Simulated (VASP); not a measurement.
All values below come from PBEsol GGA, VASP's PBE PAW potentials (set 64) (plane waves; VASP).

VASP input:

INCAR:
```
! general
SYSTEM  = NaLiZnS2
PREC    = Accurate
ENCUT   = 520   ! plane-wave cut-off (eV)
LREAL   = .False.
LASPH   = .True.   ! aspherical one-centre terms
ICHARG  = 11

! electronic loop
EDIFF   = 1E-7
NELM    = 100
ALGO    = Normal   ! blocked Davidson
LMAXMIX = 4   ! l cut-off of mixed one-centre charges

! smearing
ISMEAR  = 0   ! Gaussian
SIGMA   = 0.05

! functional
GGA     = PS   ! PBEsol

! output
LWAVE   = .False.
LCHARG  = .False.
LORBIT  = 11
```

POSCAR:
```
NaLiZnS2
1
    3.9212668475     0.0000000000     0.0000000000
   -1.9606334237     3.3959165910     0.0000000000
    0.0000000000     0.0000000000     6.7493649885
Na Li Zn S
1 1 1 2
Direct
  0.0000000000   1.0000000000   0.0254761318
  0.3333330000   0.6666670000   0.3577385125
  0.6666670000   0.3333330000   0.6118823877
  0.3333330000   0.6666670000   0.7339992215
  0.6666670000   0.3333330000   0.2708937466
```

KPOINTS:
```
k-points along high-symmetry lines
10
Line-mode
Reciprocal
  0.000000   0.000000   0.000000 ! GAMMA
  0.500000   0.000000   0.000000 ! M

  0.500000   0.000000   0.000000 ! M
  0.333333   0.333333   0.000000 ! K

  0.333333   0.333333   0.000000 ! K
  0.000000   0.000000   0.000000 ! GAMMA

  0.000000   0.000000   0.000000 ! GAMMA
  0.000000   0.000000   0.500000 ! A

  0.000000   0.000000   0.500000 ! A
  0.500000   0.000000   0.500000 ! L

  0.500000   0.000000   0.500000 ! L
  0.333333   0.333333   0.500000 ! H

  0.333333   0.333333   0.500000 ! H
  0.000000   0.000000   0.500000 ! A

  0.500000   0.000000   0.500000 ! L
  0.500000   0.000000   0.000000 ! M

  0.333333   0.333333   0.500000 ! H
  0.333333   0.333333   0.000000 ! K
```

POTCAR, in this order: Na_pv Li_sv Zn S (PBE.64 set). Program: vasp_std. Read from the step before: CHGCAR.

Output

File OSZICAR:
```
       N       E                     dE             d eps       ncg     rms          rms(c)
DAV:   1     0.249215265542E+03    0.24922E+03   -0.15678E+04  3780   0.185E+03
DAV:   2     0.104368156168E+02   -0.23878E+03   -0.23186E+03  3914   0.416E+02
DAV:   3    -0.162289867218E+02   -0.26666E+02   -0.26014E+02  5370   0.126E+02
DAV:   4    -0.183466634426E+02   -0.21177E+01   -0.21108E+01  6608   0.256E+01
DAV:   5    -0.184385692231E+02   -0.91906E-01   -0.91888E-01  5480   0.435E+00
DAV:   6    -0.184411819961E+02   -0.26128E-02   -0.26127E-02  5649   0.732E-01
DAV:   7    -0.184412726552E+02   -0.90659E-04   -0.90658E-04  5438   0.123E-01
DAV:   8    -0.184412774103E+02   -0.47551E-05   -0.47551E-05  6166   0.237E-02
DAV:   9    -0.184412776337E+02   -0.22336E-06   -0.22337E-06  5101   0.468E-03
DAV:  10    -0.184412776477E+02   -0.14015E-07   -0.14010E-07  3491   0.107E-03
   1 F= -.18441278E+02 E0= -.18441278E+02  d E =-.925724E-13
```

File OUTCAR:
```
 val. band max:        1.9026724001   @ k =   0.0000   0.0000   0.0000

 cond. band min:       3.7395071753   @ k =   0.0000   0.0000   0.0000



 k-point     1 :       0.0000    0.0000    0.0000
  band No.  band energies     occupation
      1     -41.4326      2.00000
      2     -20.4779      2.00000
      3     -20.4713      2.00000
      4     -20.4713      2.00000
      5     -10.6125      2.00000
      6      -9.2382      2.00000
      7      -4.4336      2.00000
      8      -4.4336      2.00000
      9      -4.1867      2.00000
     10      -4.1112      2.00000
     11      -4.1112      2.00000
     12      -2.3661      2.00000
     13       1.0035      2.00000
     14       1.0036      2.00000
     15       1.6063      2.00000
     16       1.9027      2.00000
     17       1.9027      2.00000
     18       3.7395      0.00000
     19       6.7051      0.00000
     20       8.1349      0.00000
     21       8.1349      0.00000

 k-point     2 :       0.0556    0.0000    0.0000
  band No.  band energies     occupation
      1     -41.4326      2.00000
      2     -20.4778      2.00000
      3     -20.4720      2.00000
      4     -20.4715      2.00000
      5     -10.5949      2.00000
      6      -9.2312      2.00000
      7      -4.4333      2.00000
      8      -4.4289      2.00000
      9      -4.1866      2.00000
     10      -4.1113      2.00000
     11      -4.1110      2.00000
     12      -2.3405      2.00000
     13       0.8247      2.00000
     14       0.9608      2.00000
     15       1.5990      2.00000
     16       1.7719      2.00000
     17       1.8843      2.00000
     18       3.9457      0.00000
     19       6.7821      0.00000
     20       8.0118      0.00000
     21       8.2096      0.00000

 k-point     3 :       0.1111    0.0000    0.0000
  band No.  band energies     occupation
      1     -41.4325      2.00000
      2     -20.4773      2.00000
      3     -20.4739      2.00000
      4     -20.4719      2.00000
...
```

The density is held fixed in this step, so its total energy and stress have no physical meaning.

The structure comes from a computed database's NaLiZnS2 entry (P3m1); how it stands against other phases isn't given here. It was relaxed first.
